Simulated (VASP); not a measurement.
# Cu2Mo (Fd-3m) in VASP: single point with r2SCAN

Aim: the single point of Cu2Mo with r2SCAN.

Program: VASP 6.6.1. These are calculated values, not measurements. Logs are shortened: lines on timing, memory, paths and dates and some standing lists are left out, and cuts for length are marked.

## Step 1: The structure

The structure is cubic, space group Fd-3m (No. 227). Conventional cell: a = 6.785 Å, b = 6.785 Å, c = 6.785 Å, α = 90.00°, β = 90.00°, γ = 90.00°. Cu (site symmetry -3m) is surrounded by 6 Cu at 2.40 Å. Mo (site symmetry -43m) is surrounded by 12 Cu at 2.81 Å and 4 Mo at 2.94 Å.

The cell was built by a generator and needn't be a form met in nature.

## Step 2: Single point, r2SCAN

Contents of INCAR:

```
  ALGO = Normal
  EDIFF = 1E-6
  ENCUT = 520
  ISIF = 2
  ISMEAR = 0
  KPAR = 4
  LASPH = T
  LCHARG = F
  LMIXTAU = T
  LREAL = F
  LWAVE = F
  METAGGA = R2SCAN
  NELM = 150
  PREC = Accurate
  SIGMA = 0.1
```

Contents of KPOINTS:

```
k-points
0
Gamma
  8 8 8
```

Contents of POSCAR:

```
Cu2Mo                                   
1.0
    0.0000000000      3.3926110756      3.3926110756
    3.3926110756      0.0000000000      3.3926110756
    3.3926110756      3.3926110756      0.0000000000
  Cu              Mo            
     4     2
Direct
     0.6250000000000000    0.6250000000000000    0.6250000000000000
     0.1250000000000000    0.6250000000000000    0.6250000000000000
     0.6250000000000000    0.6250000000000000    0.1250000000000000
     0.6250000000000000    0.1250000000000000    0.6250000000000000
     0.0000000000000000    0.0000000000000000    0.0000000000000000
     0.2500000000000000    0.2500000000000000    0.2500000000000000
```

Potentials or basis: VASP PAW PBE potentials, release 64 (Cu, Mo_sv).

Run with:

```bash
> cat potpaw_PBE.64/Cu/POTCAR potpaw_PBE.64/Mo_sv/POTCAR > POTCAR
> mpirun -np 4 vasp_std > vasp.out
```

OUTCAR:

```text
EDIFF = 1E-6
   ENCUT = 520
   ISIF = 2
   ISMEAR = 0
   LASPH = T
   LREAL = F
   METAGGA = R2SCAN
   NELM = 150
   PREC = Accurate

 ion  position               nearest neighbor table
   1  0.625  0.625  0.625-   2 2.40   3 2.40   4 2.40   3 2.40   4 2.40   2 2.40   6 2.81   5 2.81
                             6 2.81   5 2.81   6 2.81   5 2.81
   2  0.125  0.625  0.625-   1 2.40   3 2.40   4 2.40   1 2.40   3 2.40   4 2.40   5 2.81   6 2.81
                             5 2.81   5 2.81   6 2.81   6 2.81
   3  0.625  0.625  0.125-   1 2.40   1 2.40   2 2.40   4 2.40   4 2.40   2 2.40   6 2.81   5 2.81
                             6 2.81   5 2.81   6 2.81   5 2.81
   4  0.625  0.125  0.625-   1 2.40   3 2.40   1 2.40   2 2.40   3 2.40   2 2.40   5 2.81   6 2.81
                             5 2.81   6 2.81   6 2.81   5 2.81
   5  0.000  0.000  0.000-   1 2.81   3 2.81   4 2.81   1 2.81   2 2.81   3 2.81   1 2.81   2 2.81
                             4 2.81   2 2.81   3 2.81   4 2.81   6 2.94   6 2.94   6 2.94   6 2.94
   6  0.250  0.250  0.250-   2 2.81   3 2.81   4 2.81   1 2.81   2 2.81   4 2.81   1 2.81   2 2.81
                             3 2.81   1 2.81   3 2.81   4 2.81   5 2.94   5 2.94   5 2.94   5 2.94

  LATTYP: Found a face centered cubic cell.
 ALAT       =     6.7852221512

  Lattice vectors:

 A1 = (   0.0000000000,   3.3926110756,   3.3926110756)
 A2 = (   3.3926110756,   0.0000000000,   3.3926110756)
 A3 = (   3.3926110756,   3.3926110756,   0.0000000000)

Analysis of symmetry for initial positions (statically):
=====================================================================
 Subroutine PRICEL returns:
 Original cell was already a primitive cell.

 Routine SETGRP: Setting up the symmetry group for a
 face centered cubic supercell.

 Subroutine GETGRP returns: Found 48 space group operations
 (whereof 24 operations were pure point group operations)
 out of a pool of 48 trial point group operations.

The static configuration has the point symmetry T_d .
 The point group associated with its full space group is O_h .

Analysis of symmetry for dynamics (positions and initial velocities):
=====================================================================
 Subroutine PRICEL returns:
 Original cell was already a primitive cell.

 Routine SETGRP: Setting up the symmetry group for a
 face centered cubic supercell.

 Subroutine GETGRP returns: Found 48 space group operations
 (whereof 24 operations were pure point group operations)
 out of a pool of 48 trial point group operations.

The dynamic configuration has the point symmetry T_d .
[... 113 lines left out ...]
   NFREE  =      0    steps in history (QN), initial steepest desc. (CG)
   ISIF   =      2    stress and relaxation
   ISYM   =      2    0-nonsym 1-usesym 2-fastsym
   POTIM  = 0.5000    time-step for ionic-motion
   TEBEG  =    0.0;   TEEND  =   0.0 temperature during run
   PSTRESS=    0.0 pullay stress
   NELECT =      72.0000    total number of electrons
   NUPDOWN=      -1.0000    fix difference up-down
   EMIN   =  10.00;   EMAX   =-10.00  energy-range for DOS
   EFERMI =   0.00;   METHOD = LEGACY
   ISMEAR =     0;   SIGMA  =   0.10  broadening in eV -4-tet -1-fermi 0-gaus
   EFERMI_NEDOS =   21; number of points for ismear=-14 and -15
   IALGO  =     38    algorithm
   IMIX   =      4    mixing-type and parameters
     AMIX     =   0.40;   BMIX     =  1.00
     AMIX_MAG =   1.60;   BMIX_MAG =  1.00
  volume/ion in A,a.u.               =      13.02        87.84
  Fermi-wavevector in a.u.,A,eV,Ry     =   1.593339  3.010975 34.541518  2.538730
  Thomas-Fermi vector in A             =   2.691585
   LORBIT       =      0    0 simple, 1 ext, 2 COOP (PROOUT), +10 PAW based schemes
   METAGGA = R2SCAN    functional components
   LHFCALC =     F    Hartree Fock is set to
   AEXX    =    0.0000 exact exchange contribution
   IVDW    =     0    specifies the selected vdW correction
   LEPSILON=     F    determine dielectric tensor
   LRPA    =     F    only Hartree local field effects (RPA)
 non-spin polarized calculation
 Gauss-broadening in eV      SIGMA  =   0.10
  energy-cutoff  :      520.00
  volume of cell :       78.10
 maximum number of plane-waves:      2129
   NGX = 17   NGY = 17   NGZ = 17

 number of electron      72.0000059 magnetization

 Free energy of the ion-electron system (eV)
  ---------------------------------------------------
  ext. energy  EPLUGINS =         0.00000000
  ---------------------------------------------------
  free energy    TOTEN  =       -94.15868470 eV

  energy without entropy =      -94.12839872  energy(sigma->0) =      -94.14354171

 E-fermi :   9.1760     XC(G=0): -14.2035

 val. band max:        9.1690914089   @ k =   0.5000   0.2500   0.0000
 cond. band min:       9.1840785418   @ k =   0.5000   0.1250   0.0000
 fundamental gap:      0.0149871329
 Fermi energy:         9.1760256580

 k-point     1 :       0.0000    0.0000    0.0000
  band No.  band energies     occupation
      1     -53.4126      2.00000
      2     -53.3076      2.00000
      3     -26.8264      2.00000
      4     -26.8264      2.00000
      5     -26.8264      2.00000
      6     -26.5559      2.00000
[... 1093 lines left out ...]
     42      12.2368      0.00000
     43      13.1825      0.00000

 [... further k-points ...]

------------------------ aborting loop because EDIFF is reached ----------------------------------------

  FORCE on cell =-STRESS in cart. coord.  units (eV):
  Direction    XX          YY          ZZ          XY          YZ          ZX
  --------------------------------------------------------------------------------------
  -------------------------------------------------------------------------------------
  Total       -2.6078755     -2.6078755     -2.6078755     -0.0000000      0.0000000     -0.0000000
  in kB      -53.5014081    -53.5014081    -53.5014081     -0.0000000      0.0000000     -0.0000000
  external PRESSURE =     -53.5014081 kB  Pullay stress =       0.0000000 kB

 VOLUME and BASIS-vectors are now :
 -----------------------------------------------------------------------------
  energy-cutoff  :      520.00
  volume of cell :       78.10
      direct lattice vectors                 reciprocal lattice vectors
     0.000000000  3.392611076  3.392611076    -0.147379110  0.147379110  0.147379110
     3.392611076  0.000000000  3.392611076     0.147379110 -0.147379110  0.147379110
     3.392611076  3.392611076  0.000000000     0.147379110  0.147379110 -0.147379110

 POSITION                                       TOTAL-FORCE (eV/Angst)
 -----------------------------------------------------------------------------------
      4.24076      4.24076      4.24076        -0.000000      0.000000      0.000000
      4.24076      2.54446      2.54446        -0.000000      0.000000     -0.000000
      2.54446      2.54446      4.24076        -0.000000      0.000000      0.000000
      2.54446      4.24076      2.54446        -0.000000      0.000000      0.000000
      0.00000      0.00000      0.00000        -0.000000     -0.000000     -0.000000
      1.69631      1.69631      1.69631         0.000000      0.000000      0.000000
 -----------------------------------------------------------------------------------
    total drift:                                0.000000      0.000000      0.000000

  FREE ENERGIE OF THE ION-ELECTRON SYSTEM (eV)
  ---------------------------------------------------
  free  energy   TOTEN  =       -94.1586846965 eV

  energy  without entropy=      -94.1283987231  energy(sigma->0) =      -94.14354171
```

stdout:

```text
POSCAR found type information on POSCAR CuMo
 POSCAR found :  2 types and       6 ions
 scaLAPACK will be used
 -----------------------------------------------------------------------------
|                                                                             |
|                                                                             |
|     You enforced a specific xc type in the INCAR file but a different       |
|     I HOPE YOU KNOW WHAT YOU ARE DOING!                                     |
|                                                                             |
 -----------------------------------------------------------------------------

 LDA part: xc-table for (None), standard interpolation
 POSCAR, INCAR and KPOINTS ok, starting setup
 FFT: planning ... GRIDC
 FFT: planning ... GRID_SOFT
 FFT: planning ... GRID
 WAVECAR not read
 entering main loop
```

It took 2.3 min on 4 MPI ranks of Intel Xeon Platinum 8488C (Sapphire Rapids), shared host; peak memory 0.26 GiB.

What came out:

```
Free energy            : -94.1587 eV
Pressure               : -5.4 GPa
Band gap on the k mesh : none (metal or under the smearing width)
```

Levels at points of the mesh, in eV from the Fermi level:
| k point | band 32 | band 33 | band 34 | band 35 | band 36 | band 37 | band 38 | band 39 | band 40 | band 41 |
| --- | --- | --- | --- | --- | --- | --- | --- | --- | --- | --- |
| (0.00, 0.00, 0.00) | -1.41 | -1.41 | -1.41 | -0.41 | -0.41 | -0.41 | 0.21 | 2.37 | 2.37 | 6.39 |
| (0.50, 0.00, 0.00) | -1.16 | -0.51 | -0.51 | -0.13 | -0.13 | -0.12 | -0.01 | 2.11 | 2.11 | 2.96 |
| (0.50, 0.50, 0.00) | -1.49 | -0.51 | -0.51 | 0.49 | 0.49 | 0.51 | 0.51 | 1.99 | 1.99 | 2.01 |

Caveat: the PAW data sets were made with another functional, which shifts forces and pressure a little.
